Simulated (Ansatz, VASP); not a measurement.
# Cross-check of Cu between VASP and Ansatz

Aim: how closely do two programs agree when they are given the same cell, functional and k mesh? The cell is taken from a series of runs on this material, whose earlier steps may have relaxed, scaled, displaced or heated it; both programs get it as it stands.

Program: Ansatz 0.2.0. Level of theory: plane waves, with VASP 6.6.1 beside it; single point at PBEsol. Results are calculated unless marked as measured.

### 1. The structure

The cell holds 3 atoms: 3 Cu. Cell: a = 2.553 Å, b = 2.553 Å, c = 17.168 Å, α = 90.0°, β = 90.0°, γ = 120.0°. Vacuum lies along c.

### 2. VASP: single point, PBEsol

A single point gives forces, pressure and levels at one fixed geometry, so differences don't come from the geometry; what else differs is listed under the comparison.

Lines of VASP's logs that name or quote its potential files are left out, and so is its time.

Input file INCAR:

```
SYSTEM = Cu
PREC = Accurate
ENCUT = 520
EDIFF = 1E-06
NELM = 120
ISMEAR = 0
SIGMA = 0.1
LREAL = .FALSE.
ALGO = Normal
GGA = PS
NBANDS = 22
LASPH = .TRUE.
LORBIT = 11
LWAVE = .FALSE.
LCHARG = .FALSE.
ISIF = 2
LDIPOL = .TRUE.
IDIPOL = 3
DIPOL = 0.5 0.5 0.5
LVHAR = .TRUE.
GGA_COMPAT = .FALSE.
NELMDL = -8
```

Input file POSCAR:

```
Cu
1.0
    2.5526600000      0.0000000000      0.0000000000
   -1.2763300000      2.2106600000      0.0000000000
    0.0000000000      0.0000000000     17.1684700000
Cu
3
Direct
    0.0000000000      0.0000000000      0.3786010000
    0.3333330000      0.6666670000      0.5000000000
    0.6666670000      0.3333330000      0.6213990000
```

Input file KPOINTS:

```
Automatic mesh
0
Gamma
9 9 1
0 0 0
```

The projector-augmented-wave data sets are Cu (PBE family, release 64).

Started as:

```sh
$ mpirun -np 1 vasp_std
```

Numbers of over 12 decimals in the logs are rounded to 6 here.

Log:

```text
[banner, memory and clock lines left out]
running    1 mpi-ranks, on    1 nodes
 distrk:  each k-point on    1 cores,    1 groups
 distr:  one band on    1 cores,    1 groups

 POSCAR found type information on POSCAR Cu
 POSCAR found :  1 types and       3 ions
|                                                                             |
|               ----> ADVICE to this user running VASP <----                  |
|                                                                             |
|     You enforced a specific xc type in the INCAR file but a different       |
|     [... a line on the potential file left out ...]
|     I HOPE YOU KNOW WHAT YOU ARE DOING!                                     |
|                                                                             |

 LDA part: xc-table for (Slater+PW92), standard interpolation
 POSCAR, INCAR and KPOINTS ok, starting setup
 FFT: planning ... GRIDC
 FFT: planning ... GRID_SOFT
 FFT: planning ... GRID
 WAVECAR not read
 entering main loop
       N       E                     dE             d eps       ncg     rms          rms(c)
DAV:   1     0.251471932284E+03    0.25147E+03   -0.14453E+04   528   0.187E+03
DAV:   2     0.120088257033E+01   -0.25027E+03   -0.23949E+03   528   0.345E+02
DAV:   3    -0.142317314465E+02   -0.15433E+02   -0.14349E+02   612   0.136E+02
DAV:   4    -0.145864010988E+02   -0.35467E+00   -0.35414E+00   588   0.241E+01
DAV:   5    -0.145953467832E+02   -0.89457E-02   -0.89453E-02   614   0.310E+00
DAV:   6    -0.145958089677E+02   -0.46218E-03   -0.46218E-03   666   0.655E-01
DAV:   7    -0.145958338486E+02   -0.24881E-04   -0.24881E-04   676   0.133E-01
DAV:   8    -0.145958347493E+02   -0.90076E-06   -0.90076E-06   554   0.212E-02    0.141E+01
DAV:   9    -0.134296241117E+02    0.11662E+01   -0.34117E+01   612   0.132E+02    0.847E+00
DAV:  10    -0.117585747895E+02    0.16710E+01   -0.69123E+00   630   0.665E+01    0.107E+00
DAV:  11    -0.117746775929E+02   -0.16103E-01   -0.71861E-01   618   0.276E+01    0.117E+00
DAV:  12    -0.117627291003E+02    0.11948E-01   -0.14454E-01   648   0.176E+01    0.951E-01
DAV:  13    -0.117488121012E+02    0.13917E-01   -0.47734E-02   648   0.544E+00    0.143E-01
DAV:  14    -0.117486233692E+02    0.18873E-03   -0.44292E-03   686   0.935E-01    0.528E-02
DAV:  15    -0.117484358283E+02    0.18754E-03   -0.50046E-04   622   0.444E-01    0.196E-02
DAV:  16    -0.117483283015E+02    0.10753E-03   -0.14558E-04   626   0.318E-01    0.228E-02
DAV:  17    -0.117483080825E+02    0.20219E-04   -0.16241E-04   678   0.318E-01    0.269E-02
DAV:  18    -0.117483248121E+02   -0.16730E-04   -0.42605E-05   600   0.187E-01    0.405E-03
DAV:  19    -0.117483934168E+02   -0.68605E-04   -0.26253E-05   560   0.802E-02    0.122E-02
DAV:  20    -0.117484203242E+02   -0.26907E-04   -0.74355E-06   584   0.602E-02    0.361E-03
DAV:  21    -0.117484363692E+02   -0.16045E-04   -0.22352E-06   374   0.361E-02    0.214E-03
DAV:  22    -0.117484407198E+02   -0.43506E-05   -0.46802E-07   384   0.116E-02    0.878E-04
DAV:  23    -0.117484419227E+02   -0.12029E-05   -0.15291E-07   372   0.401E-03    0.110E-03
DAV:  24    -0.117484420156E+02   -0.92850E-07   -0.91959E-08   360   0.816E-03
   1 F= -.11748442E+02 E0= -.11740430E+02  d E =-.160233E-01
```

From OUTCAR (step 2):

```text
ion  position               nearest neighbor table
   1  0.000  0.000  0.379-   2 2.55   2 2.55   2 2.55
   2  0.333  0.667  0.500-   3 2.55   1 2.55   3 2.55   1 2.55   1 2.55   3 2.55
   3  0.667  0.333  0.621-   2 2.55   2 2.55   2 2.55

  LATTYP: Found a hexagonal cell.
 ALAT       =     2.5526600000
 C/A-ratio  =     6.7257174869

 Subroutine GETGRP returns: Found 12 space group operations
 (whereof  6 operations were pure point group operations)

The static configuration has the point symmetry C_3v.
 The point group associated with its full space group is D_3d.

 Found     12 irreducible k-points:

   k-points           NKPTS =     12   k-points in BZ     NKDIM =     12   number of bands    NBANDS=     22

   dimension x,y,z NGX =    20 NGY =   20 NGZ =  128
   dimension x,y,z NGXF=    40 NGYF=   40 NGZF=  256

   ENCUT  =  520.0 eV  38.22 Ry    6.18 a.u.   4.75  4.75 31.92*2*pi/ulx,y,z

   NELECT =      33.0000    total number of electrons

 k-points in reciprocal lattice and weights: Automatic mesh
   0.00000000  0.00000000  0.00000000       0.012
   0.11111111  0.00000000  0.00000000       0.074
   0.22222222  0.00000000  0.00000000       0.074
   0.33333333  0.00000000  0.00000000       0.074
   0.44444444  0.00000000  0.00000000       0.074
   0.11111111  0.11111111  0.00000000       0.074
   0.22222222  0.11111111  0.00000000       0.148
   0.33333333  0.11111111  0.00000000       0.148
   0.44444444  0.11111111  0.00000000       0.074
   0.22222222  0.22222222  0.00000000       0.074
   0.33333333  0.22222222  0.00000000       0.148
   0.33333333  0.33333333  0.00000000       0.025

 dipolmoment           0.000000      0.000000     -0.000003 electrons x Angstroem

 average (electrostatic) potential at core
       1 -71.1130       2 -71.3631       3 -71.1131

 E-fermi :  -0.3583

 k-point     1 :       0.0000    0.0000    0.0000
  band No.  band energies     occupation
    ...
     15      -2.1836      2.00000
     16      -1.9684      2.00000
     17      -1.9684      2.00000
     18      -1.8781      2.00000
     19      -0.4518      1.81365
     20       3.9763      0.00000
     21       4.8172      0.00000
     22       5.4409      0.00000

 k-point     2 :       0.1111    0.0000    0.0000
  band No.  band energies     occupation
    ...
     14      -2.4701      2.00000
     15      -2.2639      2.00000
     16      -2.1911      2.00000
     17      -1.9667      2.00000
     18      -1.2968      2.00000
     19       0.3694      0.00000
     20       4.3157      0.00000
     21       5.2054      0.00000
     22       5.7672      0.00000

 k-point     3 :       0.2222    0.0000    0.0000
  band No.  band energies     occupation
    ...
     14      -2.4450      2.00000
     15      -2.2193      2.00000
     16      -2.1273      2.00000
     17      -1.9621      2.00000
     18      -0.3665      1.09189
     19       2.0291      0.00000
     20       5.3325      0.00000
     21       6.3627      0.00000
     22       6.7727      0.00000

  Total       -2.5357937     -2.5357744     -1.0498703      0.0000000      0.0000000     -0.0000000
  in kB      -41.9351289    -41.9348099    -17.3619987      0.0000000      0.0000000     -0.0000000
  external PRESSURE =     -33.7439792 kB  Pullay stress =       0.0000000 kB

  energy-cutoff  :      520.00
  volume of cell :       96.88
      direct lattice vectors                 reciprocal lattice vectors
     2.552660000  0.000000000  0.000000000     0.391748216  0.226176798  0.000000000
    -1.276330000  2.210660000  0.000000000     0.000000000  0.452353596  0.000000000
     0.000000000  0.000000000 17.168470000     0.000000000  0.000000000  0.058246308

 POSITION                                       TOTAL-FORCE (eV/Angst)
 -----------------------------------------------------------------------------------
      0.00000      0.00000      6.50000         0.000000      0.000000      0.245041
     -0.00000      1.47377      8.58423        -0.000000      0.000000     -0.000000
      1.27633      0.73689     10.66847        -0.000000     -0.000000     -0.245041
 -----------------------------------------------------------------------------------
    total drift:                               -0.000009      0.000006     -0.000574

  FREE ENERGIE OF THE ION-ELECTRON SYSTEM (eV)
  ---------------------------------------------------
  free  energy   TOTEN  =       -11.7484420156 eV

  energy  without entropy=      -11.7324186897  energy(sigma->0) =      -11.74043035

 vacuum level on the upper side and lower side of the slab         4.603         4.603

 total charge
# of ion       s       p       d       tot
------------------------------------------
    1        0.452   0.296   9.182   9.930
    2        0.449   0.375   9.178  10.002
    3        0.452   0.296   9.182   9.930
--------------------------------------------------
tot          1.353   0.966  27.542  29.862

[... 3 further parts left out ...]
```

This run has no spin polarisation. Its electron count is odd, so without a moment it is a metal by construction.

### 3. Ansatz: single point, PBEsol

Ansatz runs on its default PAW (the set named soft_2) files.

The same cell, functional, mesh and smearing now go to Ansatz, which takes its cutoff from its data sets.

Input file input.yaml:

```yaml
crystal:
  lattice:
    - [2.55266, 0.0, 0.0]
    - [-1.27633, 2.21066, 0.0]
    - [0.0, 0.0, 17.16847]
  atoms:
    - { symbol: Cu, position: [0.0, 0.0, 0.378601] }
    - { symbol: Cu, position: [0.333333, 0.666667, 0.5] }
    - { symbol: Cu, position: [0.666667, 0.333333, 0.621399] }
  periodic: [true, true, false]
kpoints:
  mp_grid: { grid: [9, 9, 1] }
hamiltonian:
  xc: pbesol
scf:
  occupations: { method: gaussian, width: 0.1 }
output:
  forces: true
  stress: true
  eigenvalues: true
```

Started as:

```sh
$ ansatz run input.yaml --threads 8 --pin off --max-ram 14336MiB --backend cpu --events-out ev --progress --plain --runs-dir out
```

Log:

```text
Warning: crystal.periodic: the lattice vector that does not repeat stood 0.000° off the slab's normal, 17.168 Å along it as the deck builds it. The run solves the slab on a vector along the normal, 32.137 Å long, with every atom where it was (on the deck's vector they left 13.00 Å outside them, and the widest stretch free of ions among them is 2.08 Å). A fractional position that the run reports is one of the run's ce [...]
Warning: the atoms were moved onto the symmetric positions of the space group found under crystal.symmetry.tolerance 1.0e-5 (fractional; no operation is sought that the atoms, as they stand in a round, miss by more than twice it, and no atom is moved by as much as it), and the run uses the moved positions. Before a round's move an operation carried an atom to 2.95e-6 Å from where it should land, the largest such dist [...]
crystal.periodic: the lattice vector that does not repeat stood 0.000° off the slab's normal, 17.168 Å along it as the deck builds it. The run solves the slab on a vector along the normal, 32.137 Å long, with every atom where it was (on the deck's vector they left 13.00 Å outside them, and the widest stretch free of ions among them is 2.08 Å). A fractional position that the run reports is one of the run's cell, which [...]
Engine: ansatz 0.2.0, aarch64-unknown-linux-gnu
Pseudopotentials: kind: paw
Pseudopotential: Cu, paw, valence charge 19, recommended cutoff 420 eV (normal), Cu.paw.azcp
Functional definition: PBEsol
  exchange = pbesol_x
  correlation = pbesol_c
Crystal: 3 atoms, lattice volume = 181.351 Å³
Basis set: ecut = 420 eV, 3617 PW (Γ), exchange–correlation on 36×36×432 points (8 copies of the dense FFT grid, shifted against one another)
Bands: 35, of which v1, the nominal top of the filled ones, is band 29 counted from 1 (28 counted from 0)
Symmetry: 12 space group operations
Space group: P-3m1 (ITA 164), of the structure as read, at distance tolerance 5.7e-5 Å
k-points: 12 of 81
Non-local potential: Cu, projectors of the file, l = 0: 3, l = 1: 2, l = 2: 3, l = 3: 1
PAW form: soft (Blöchl's): semilocal exchange-correlation on the pseudo side does not see the compensation charge
PAW frozen core: Cu, regenerated for the run's functional, and the local potential with it (the file was generated under x = pbe(κ = 0.804, μ = 0.219515), c = pbe(β = 0.066725))
PAW one-centre angular grid: Cu, 590 points (default); XC on 64 Gauss nodes
Initial density: superposition of atomic densities (neutral atoms: chi_scale 0, normalization atom), corrected by the library's trained network
Initial wavefunctions: pseudopotential atomic-orbital guess
Functional: x = pbesol(κ = 0.804, μ = 0.123457), c = pbesol(β = 0.046)
SCF iter   1: F=—  HF=-19765.124469 eV  |F-HF|=—  |Δ(HF+E_count)|=         —  Δρ=8.98e-3  dr2=8.84e-2  ethr=1.77e-3  ⟨swp⟩=13.7  Hψ=2855  notcnv=0  defer=1
preconditioner: auto → LDOS  [metal: Δε(μ)=0.041 eV  Ē_g=8.269 eV  σ=0.100 eV  W_gap=0.23  n_scr=22 (ndim 8)  ℏωp=15.8 eV  f_vac=0.759  D(μ)=2.98/eV (n_scr^D=16)  β→1.0]
SCF iter   2: F=—  HF=-19765.220580 eV  |F-HF|=—  |Δ(HF+E_count)|=   9.61e-2  Δρ=2.18e-2  dr2=4.58e-1  ethr=1.55e-4  ⟨swp⟩=3.0  Hψ=1154  notcnv=0  defer=17
SCF iter   3: F=—  HF=-19765.109284 eV  |F-HF|=—  |Δ(HF+E_count)|=   1.11e-1  Δρ=3.13e-3  dr2=1.24e-2  ethr=1.55e-4  ⟨swp⟩=2.7  Hψ=875  notcnv=0  defer=17
SCF iter   4: F=—  HF=-19765.107084 eV  |F-HF|=—  |Δ(HF+E_count)|=   2.20e-3  Δρ=8.39e-4  dr2=2.26e-3  ethr=2.18e-5  ⟨swp⟩=2.8  Hψ=851  notcnv=0  defer=19
SCF iter   5: F=—  HF=-19765.107011 eV  |F-HF|=—  |Δ(HF+E_count)|=   7.29e-5  Δρ=9.72e-4  dr2=1.36e-3  ethr=3.96e-6  ⟨swp⟩=3.4  Hψ=877  notcnv=0  defer=19
SCF iter   6: F=—  HF=-19765.106907 eV  |F-HF|=—  |Δ(HF+E_count)|=   1.04e-4  Δρ=2.84e-4  dr2=1.02e-4  ethr=2.39e-6  ⟨swp⟩=2.4  Hψ=601  notcnv=0  defer=19
SCF iter   7: F=—  HF=-19765.106923 eV  |F-HF|=—  |Δ(HF+E_count)|=   1.62e-5  Δρ=5.02e-5  dr2=4.68e-6  ethr=1.79e-7  ⟨swp⟩=3.6  Hψ=810  notcnv=0  defer=19
SCF iter   8: F=—  HF=-19765.106941 eV  |F-HF|=—  |Δ(HF+E_count)|=   1.74e-5  Δρ=8.57e-6  dr2=1.35e-7  ethr=8.20e-9  ⟨swp⟩=3.2  Hψ=838  notcnv=0  defer=19
SCF iter   9: F=-19765.106941 eV  HF=-19765.106941 eV  |F-HF|=6.06e-8  |Δ(HF+E_count)|=   4.36e-7  Δρ=2.83e-6  dr2=1.80e-8  ethr=1.75e-10  ⟨swp⟩=16.0  Hψ=2543  notcnv=0
SCF 1 converged in 9 iterations: F = -19765.106941 eV  dr2 = 1.80e-8
  greatest PAW one-centre occupation: 1.000 electrons in one spin orbital (limit 2), on the Cu atom at site 2 (counted from 0), in its partial waves of l = 0
SCF converged after 9 iterations
Free energy (F): -19765.106941 eV
Harris-Foulkes:  -19765.106941 eV  (|F-HF|=6.06e-8)
Internal energy: -19765.091026 eV  (E = F + TS)
E sigma→0 (E₀):  -19765.098984 eV
Entropy (-TS):   -0.015915 eV (-5.305 meV/atom)
Fermi energy:    -4.982340 eV
--- Per-component energies (eV) ---
  E_band       = -2302.503425
  E_kinetic    = 898.862698
  E_local      = -326913.221347  (includes V_loc(G=0)·N_el)
  E_nonlocal   = 1179.856068
  E_hartree    = 162115.921967
  E_xc         = -264.226151
  E_vxc        = -342.340857  (∫ρ·V_xc dr)
  E_paw        = -4883.971981  (= ΣΔE_a)
  E_vpaw       = -1357.523030  (= ΣTr[D̂ρ^β])
  E_aug_tail   = 0.000737  (compensation charges beyond the density's cutoff)
  E_ewald      = 148101.068376
  E_core_change = 0.618607  (= ΣΔE_core)
  E_smearing   = -0.015915  (= −TS)
  E_closure    = -0.000000  (closes the sum)
  Σ components = -19765.106941   (vs F -19765.106941, Δ=0.00e0)
--- Forces (eV/Å), atoms counted from 1 ---
  atom   1  Cu     0.00000000    -0.00000000     0.27126531
  atom   2  Cu    -0.00000000     0.00000000     0.00000000
  atom   3  Cu    -0.00000000     0.00000000    -0.27126531
  max |Σ_I F_I| component: 1.68e-29 eV/Å
--- 2D stress c σ (N/m, compression-positive) ---
       -7.664945       0.000000       0.000000
        0.000000      -7.664945       0.000000
        0.000000       0.000000       0.000000
  P = ½ c Tr σ = -7.6649 N/m
--- Band table (eV; the first three rows and the last of 12) ---
  k-point 0: bands = [... 25 lower, -6.7741, -6.7741, -6.5553, -6.5553, -6.5025, -5.0959, -0.5296 (-0.5332°), -0.1526 (-0.1803°), ... 2 higher]
  k-point 1: bands = [... 25 lower, -7.0669, -6.8604, -6.7815, -6.5535, -5.9108, -4.2625, -0.1980 (-0.2008°), 0.2330 (0.2045°), ... 2 higher]
  k-point 2: bands = [... 25 lower, -7.0382, -6.8096, -6.7250, -6.5485, -4.9869, -2.5970, 0.7975 (0.7961°), 1.3855 (1.3551°), ... 2 higher]
  k-point 11: bands = [... 25 lower, -6.6726, -6.6399, -1.3033, -1.3033, -0.9056, -0.2682, 1.0825, 1.0825, ... 2 higher]
  ° read free of the cell's end (the report's vacuum.weakly_bound_levels)
```

Reading the cycles: dr2 is the Hartree energy of the density residual (eV), the measure of convergence; HF is the Harris–Foulkes estimate of the energy, which meets the free energy F at convergence.

### 4. Side by side

Known differences besides the potentials themselves: Ansatz cuts the interaction across the vacuum, VASP repeats the sheet with a dipole correction; the data sets hold 57 valence electrons in Ansatz (on its default PAW (the set named soft_2) files) and 33 in VASP; the cutoff is 420 eV in Ansatz and 520 eV in VASP; Ansatz makes its cores anew for this functional, VASP keeps those of its PBE data sets. Total energies have different zeros and are not compared.

Forces (eV/Å; atoms numbered as in POSCAR):

| atom | Ansatz x, y, z | VASP x, y, z |
| --- | --- | --- |
| Cu1 | 0.000, 0.000, 0.271 | 0.000, 0.000, 0.245 |
| Cu2 | 0.000, 0.000, 0.000 | 0.000, 0.000, 0.000 |
| Cu3 | 0.000, 0.000, -0.271 | 0.000, 0.000, -0.245 |

The forces differ by 12 meV/Å r.m.s., which is 10.7 % of the r.m.s. force of 0.116 eV/Å (both taken over all components). With vacuum in the cell, a pressure given here is an average over mostly empty space and none of the material.

### 5. Further runs

Further runs change the set-up of one program: Ansatz's method, potentials or start, or VASP's data sets, cutoff or form of LDA. The table gives that difference for each run.

```csv
run,r.m.s. force difference (meV/Å)
as above,12
VASP with the data sets Cu_sv_GW and a cutoff of 610 eV,1.7
```

### 6. Results

```
r.m.s. force difference (single point, PBEsol) : 12 meV/Å
```

What this shows: The r.m.s. force difference is 12 meV/Å (single point, PBEsol), at about the 12 meV/Å picked in this series as the mark of a large difference. The data sets hold unlike numbers of valence electrons (57 in Ansatz and 33 in VASP), so part of the differences comes from the potentials. Single point, PBEsol, VASP with the data sets Cu_sv_GW and a cutoff of 610 eV: r.m.s. force difference goes from 12 to 1.7 meV/Å. How closely two codes agree says nothing of how well the functional describes the real material.

[Lines on the potential files, build, host, timing and source positions are cut from VASP's logs without a mark.]

[Logs are printed without paths, hosts, clocks, repeated set-up lines and the standing remarks that a program may print on its own settings, such as how far it seeks lower states.]

[Hosts, paths, dates, database ids (printed as entryN), source tags and the programs' standing remarks are cut or masked in the printed files.]
